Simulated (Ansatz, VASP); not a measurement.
# MgW: VASP beside Ansatz, part 2 of 2

One calculation is typed for both programs; each brings its own data sets and cutoff. How far apart do they land? The cell is invented: As first built, before any earlier steps moved the atoms (in the runner's words): it takes the MgZr structure with some of its atoms replaced by other elements, volume scaled by an estimate. It may not be a known or stable phase. The cell is taken from a series of VASP runs on this material, whose earlier steps may have relaxed, scaled or displaced it; both programs get it as it stands. Other levels of theory on this material are compared in a session of their own.

VASP 6.6.1 and Ansatz 0.2.0.

So far. Step 2 (VASP: band structure, LDA, spin-orbit coupling): The run ends at a pressure of 0.52 GPa.

## Step 3: Ansatz: band structure, LDA, spin-orbit coupling

Level of this step: Ansatz beside VASP: Kohn-Sham DFT, plane waves, LDA, spin-orbit coupling (Ansatz).

Ansatz runs on its fully relativistic PAW (standard-fr) files.

The same cell, functional (in two slightly different forms), mesh and smearing now go to Ansatz, which takes its cutoff from its data sets.

Input file input.yaml:

```yaml
crystal:
  lattice:
    - [2.7899567979, -2.69e-08, 0.0]
    - [-1.3949779448, 2.4161732959, 0.0]
    - [0.0, 0.0, 4.8253086867]
  atoms:
    - { symbol: W, position: [0.66666667, 0.33333333, 0.5] }
    - { symbol: Mg, position: [0.0, 0.0, 0.0] }
hamiltonian:
  xc: lda
  pseudopotentials: { kind: paw_fr }
magnetization:
  noncollinear: true
  spin_orbit: true
kpoints:
  mp_grid: { grid: [9, 9, 5] }
  band_path:
    path:
      - [0.0, 0.0, 0.0]
      - [0.13333, 0.0, 0.0]
      - [0.3, 0.0, 0.0]
      - [0.46667, 0.0, 0.0]
      - [0.46667, 0.06667, 0.0]
      - [0.41111, 0.17778, 0.0]
      - [0.35556, 0.28889, 0.0]
      - [0.28889, 0.28889, 0.0]
      - [0.17778, 0.17778, 0.0]
      - [0.06667, 0.06667, 0.0]
      - [0.0, 0.0, 0.03333]
      - [0.0, 0.0, 0.2]
      - [0.0, 0.0, 0.36667]
      - [0.0, 0.0, 0.5]
      - [0.16667, 0.0, 0.5]
      - [0.3, 0.0, 0.5]
      - [0.46667, 0.0, 0.5]
      - [0.46667, 0.06667, 0.5]
      - [0.41111, 0.17778, 0.5]
      - [0.35556, 0.28889, 0.5]
      - [0.28889, 0.28889, 0.5]
      - [0.17778, 0.17778, 0.5]
      - [0.06667, 0.06667, 0.5]
      - [0.5, 0.0, 0.46667]
      - [0.5, 0.0, 0.3]
      - [0.5, 0.0, 0.13333]
      - [0.33333, 0.33333, 0.0]
      - [0.33333, 0.33333, 0.16667]
      - [0.33333, 0.33333, 0.33333]
      - [0.33333, 0.33333, 0.5]
    npoints: 1
scf:
  occupations: { method: fermi_dirac, width: 0.05 }
  n_extra_bands: 14
output:
  forces: true
  stress: true
  eigenvalues: true
```

Run with:

```bash
> ansatz run input.yaml --threads 2 --pin off --max-ram 4608MiB --backend cpu --events-out ev --progress --plain --runs-dir out
```

Numbers of over 12 decimals in the logs are rounded to 6 here.

Output:

```text
Warning: the atoms were moved onto the symmetric positions of the space group found under crystal.symmetry.tolerance 1.0e-5 (fractional; no operation is sought that the atoms, as they stand in a round, miss by more than twice it, and no atom is moved by as much as it), and the run uses the moved positions. Before a round's move an operation carried an atom to 1.39e-8 Å from where it should land, the largest such dist [...]
scf.n_extra_bands = 14 over 24 filled bands (N_el = 24.0): the run solves 38 bands
Engine: ansatz 0.2.0, aarch64-unknown-linux-gnu
Pseudopotentials: kind: paw_fr
Pseudopotential: W, paw_fr, valence charge 14, recommended cutoff 420 eV (normal), W.paw.azcp#standard-fr
Pseudopotential: Mg, paw_fr, valence charge 10, recommended cutoff 420 eV (normal), Mg.paw.azcp#standard-fr
Functional definition: SPW92
  exchange = slater_x
  correlation = pw_c
non-collinear run that drives no moment, with spin-orbit: no starting moment large enough to seed its density (crystal.atoms[].spin), no starting occupations that ask for one, no magnetisation constraint and no magnetic field, so the semilocal B_xc is pinned to zero
Crystal: 2 atoms, lattice volume = 32.527 Å³
Basis set: ecut = 420 eV, 665 PW (Γ)
Bands: 38, of which v1, the nominal top of the filled ones, is band 24 counted from 1 (23 counted from 0)
Symmetry: 12 space group operations + 12 with time reversal
Magnetic group: BNS 187.210 (UNI 1440), of the structure as read, at distance tolerance 3.2e-5 Å
k-points: 36 of 405 (time reversal used)
Projection manifold: j_resolved (fully-relativistic pseudo-atomic orbitals)
Non-local potential: W, projectors of the file, l = 0: 3, l = 1: 4, l = 2: 4, l = 3: 2
Non-local potential: Mg, projectors of the file, l = 0: 3, l = 1: 4, l = 2: 2
PAW form: soft (Blöchl's): semilocal exchange-correlation on the pseudo side does not see the compensation charge
PAW frozen core: W, regenerated for the run's functional, and the local potential with it (the file was generated under x = pbe(κ = 0.804, μ = 0.219515), c = pbe(β = 0.066725))
PAW frozen core: Mg, regenerated for the run's functional, and the local potential with it (the file was generated under x = pbe(κ = 0.804, μ = 0.219515), c = pbe(β = 0.066725))
PAW one-centre angular grid: W, 590 points (default); XC on 64 Gauss nodes
PAW one-centre angular grid: Mg, 110 points (default); XC on 64 Gauss nodes
Initial density: superposition of atomic densities (chi_scale 0.1, normalization cell, long waves kept (reshape's long-wave potential 0.01 eV rms))
Initial wavefunctions: pseudopotential atomic-orbital guess
Functional: x = slater, c = lda
SCF iter   1: F=—  HF=-12055.330133 eV  |F-HF|=—  |Δ(HF+E_count)|=         —  Δρ=8.46e-2  dr2=5.11e0  dr2_m=0.00e0 (ungated)  ethr=3.10e-3  |M|=0.00e0 ∫|m|=0.00e0 μB  |m|>n=0.0e0 m-floor=0.0e0 τ_xc=0.0e0  β_m=0.30  ⟨swp⟩=6.9  Hψ=6852  notcnv=0  defer=55
preconditioner: auto → none  [metal: Δε(μ)=0.006 eV  Ē_g=9.214 eV  σ=0.050 eV  W_gap=0.03  n_scr=2 (ndim 8)  ℏωp=18.4 eV  f_vac=0.000  D(μ)=1.69/eV (n_scr^D=22)  sad-step TF]
SCF iter   2: F=—  HF=-12054.614816 eV  |F-HF|=—  |Δ(HF+E_count)|=   7.15e-1  Δρ=5.58e-2  dr2=2.09e0  dr2_m=0.00e0 (ungated)  ethr=3.10e-3  |M|=0.00e0 ∫|m|=0.00e0 μB  |m|>n=0.0e0 m-floor=0.0e0 τ_xc=0.0e0  β_m=0.56  ⟨swp⟩=2.0  Hψ=1920  notcnv=0  defer=226
SCF iter   3: F=—  HF=-12054.154873 eV  |F-HF|=—  |Δ(HF+E_count)|=   4.60e-1  Δρ=9.08e-3  dr2=1.89e-2  dr2_m=0.00e0 (ungated)  ethr=3.10e-3  |M|=0.00e0 ∫|m|=0.00e0 μB  |m|>n=0.0e0 m-floor=0.0e0 τ_xc=0.0e0  β_m=0.63  ⟨swp⟩=3.5  Hψ=2226  notcnv=0  defer=226
SCF iter   4: F=—  HF=-12054.152054 eV  |F-HF|=—  |Δ(HF+E_count)|=   2.82e-3  Δρ=3.20e-3  dr2=5.50e-3  dr2_m=0.00e0 (ungated)  ethr=7.87e-5  |M|=0.00e0 ∫|m|=0.00e0 μB  |m|>n=0.0e0 m-floor=0.0e0 τ_xc=0.0e0  β_m=0.67  ⟨swp⟩=2.6  Hψ=2613  notcnv=0  defer=230
SCF iter   5: F=—  HF=-12054.151967 eV  |F-HF|=—  |Δ(HF+E_count)|=   8.71e-5  Δρ=1.24e-3  dr2=7.40e-4  dr2_m=0.00e0 (ungated)  ethr=2.29e-5  |M|=0.00e0 ∫|m|=0.00e0 μB  |m|>n=0.0e0 m-floor=0.0e0 τ_xc=0.0e0  β_m=0.61  ⟨swp⟩=2.0  Hψ=1574  notcnv=0  defer=230
SCF iter   6: F=—  HF=-12054.151787 eV  |F-HF|=—  |Δ(HF+E_count)|=   1.81e-4  Δρ=2.88e-4  dr2=2.36e-5  dr2_m=0.00e0 (ungated)  ethr=3.08e-6  |M|=0.00e0 ∫|m|=0.00e0 μB  |m|>n=0.0e0 m-floor=0.0e0 τ_xc=0.0e0  β_m=0.80  ⟨swp⟩=1.9  Hψ=1311  notcnv=0  defer=230
SCF iter   7: F=—  HF=-12054.151782 eV  |F-HF|=—  |Δ(HF+E_count)|=   4.34e-6  Δρ=1.73e-5  dr2=4.01e-8  dr2_m=0.00e0 (ungated)  ethr=4.17e-10  |M|=0.00e0 ∫|m|=0.00e0 μB  |m|>n=0.0e0 m-floor=0.0e0 τ_xc=0.0e0  β_m=0.90  ⟨swp⟩=10.9  Hψ=8242  notcnv=0
SCF iter   8: F=-12054.151783 eV  HF=-12054.151783 eV  |F-HF|=1.03e-8  |Δ(HF+E_count)|=   2.19e-8  Δρ=6.81e-6  dr2=7.33e-9  dr2_m=0.00e0 (ungated)  ethr=1.67e-10  |M|=0.00e0 ∫|m|=0.00e0 μB  |m|>n=0.0e0 m-floor=0.0e0 τ_xc=0.0e0  ⟨swp⟩=2.0  Hψ=3985  notcnv=0
SCF 1 converged in 8 iterations: F = -12054.151783 eV  dr2 = 7.33e-9
  greatest PAW one-centre occupation: 1.001 electrons in one spin orbital (limit 2), on the Mg atom at site 1 (counted from 0), in its partial waves of l = 1
NSCF: frozen V_eff on 30 k-points
SCF converged after 8 iterations
Magnetization: |M| = 0.0000 μB,  M = (+0.0000, +0.0000, +0.0000) μB
Absolute magnetization: 0.0000 μB (∫|m|)
  site 0: m = (+0.0000, +0.0000, +0.0000) μB, |m| = 0.0000 μB  (R = 1.15 Å)
  site 1: m = (+0.0000, +0.0000, +0.0000) μB, |m| = 0.0000 μB  (R = 1.15 Å)
Free energy (F): -12054.151783 eV
Harris-Foulkes:  -12054.151783 eV  (|F-HF|=1.03e-8)
Internal energy: -12054.135702 eV  (E = F + TS)
E sigma→0 (E₀):  -12054.143742 eV
Entropy (-TS):   -0.016081 eV (-8.040 meV/atom)
Fermi energy:    14.579582 eV
--- Per-component energies (eV) ---
  E_band       = -445.285461
  E_kinetic    = 526.524681
  E_local      = -2165.676255  (includes V_loc(G=0)·N_el)
  E_nonlocal   = 99.236144
  E_hartree    = 763.225040
  E_xc         = -293.538545
  E_vxc        = -276.334398  (∫ρ·V_xc dr)
  E_paw        = -8599.744978  (= ΣΔE_a)
  E_vpaw       = -155.488392  (= ΣTr[D̂ρ^β])
  E_aug_tail   = -0.000063  (compensation charges beyond the density's cutoff)
  E_ewald      = -2384.605161
  E_core_change = 0.443436  (= ΣΔE_core)
  E_smearing   = -0.016081  (= −TS)
  E_closure    = 0.000000  (closes the sum)
  Σ components = -12054.151783   (vs F -12054.151783, Δ=0.00e0)
--- Forces (eV/Å), atoms counted from 1 ---
  atom   1  W      0.00000000    -0.00000000     0.00000000
  atom   2  Mg    -0.00000000    -0.00000000     0.00000000
  max |Σ_I F_I| component: 2.40e-17 eV/Å
--- Stress (GPa, compression-positive) ---
        2.608422      -0.000000       0.000000
       -0.000000       2.608422       0.000000
        0.000000       0.000000      -0.660687
  P = ⅓ Tr σ = 1.5187 GPa (15.187 kbar)
--- Band table (eV; the first three rows and the last of 36) ---
  k-point 0: bands = [... 20 lower, 13.5203, 13.5203, 14.3532, 14.3532, 15.0178, 15.0178, 17.4502, 17.4502, ... 10 higher]
  k-point 1: bands = [... 20 lower, 12.9702, 12.9702, 14.3523, 14.3544, 15.0181, 15.0181, 17.4994, 17.4994, ... 10 higher]
  k-point 2: bands = [... 20 lower, 12.4320, 12.4320, 14.3528, 14.3541, 15.0187, 15.0187, 17.4965, 17.4965, ... 10 higher]
  k-point 35: bands = [... 20 lower, 13.1237, 13.3369, 13.4667, 13.6724, 14.3576, 14.3602, 16.4789, 16.4848, ... 10 higher]
```

The job ended after 15 s (2 threads of Arm Neoverse N1, shared host; peak memory 0.41 GiB; 29 s of CPU time).

Reading the cycles: dr2 is the Hartree energy of the density residual (eV), the measure of convergence; HF is the Harris–Foulkes estimate of the energy, which meets the free energy F at convergence.

## Step 4: Side by side

Known differences besides the potentials themselves: spin-orbit coupling enters by fully relativistic files in Ansatz and inside the spheres in VASP; the two LDA forms differ slightly; the data sets hold 24 valence electrons in Ansatz (fully relativistic PAW (standard-fr) files) and 8 in VASP; the cutoff is 420 eV in Ansatz and 400 eV in VASP; VASP's log shows a relativistic correction to its local exchange, Ansatz's none. Total energies have different zeros and are not compared.

The two programs side by side:

```csv
quantity,Ansatz,VASP,difference
pressure (GPa),1.52,0.52,+1.00
```

Levels from 3 eV below to 2 eV above the Fermi level differ by 18 meV r.m.s. and 52 meV at most; each VASP level is matched to the nearest of Ansatz, which flatters the figure a little.

## Step 5: Other set-ups

Further runs change the set-up of one program: Ansatz's method, potentials or start, or VASP's data sets, cutoff or form of LDA. The table gives Ansatz less VASP for each quantity, since a change that brings one quantity closer may part another.

```csv
run,pressure (GPa)
as above,1.0
Ansatz's larger PAW set (cutoff 880 eV),1.0
```

## Step 6: What came out

```yaml
difference_in_pressure_band_structure_lda_spin_orbit_coupling: 1.0 GPa
```

In words: The difference in pressure is 1.0 GPa (band structure, LDA, spin-orbit coupling), at about the 1 GPa picked in this series as the mark of a large difference. For band structure, LDA, spin-orbit coupling, no further run moves any of the tabulated differences by more than a quarter of its size. 10 further runs of this series are not shown here. How closely two codes agree says nothing of how well the functional describes the real material.

[Lines on the potential files, build, host, timing and source positions are cut from VASP's logs without a mark.]

[Logs are printed without paths, hosts, clocks, repeated set-up lines and the standing remarks that a program may print on its own settings, such as how far it seeks lower states.]

[Hosts, paths, dates, database ids (printed as entryN), source tags and the programs' standing remarks are cut or masked in the printed files.]
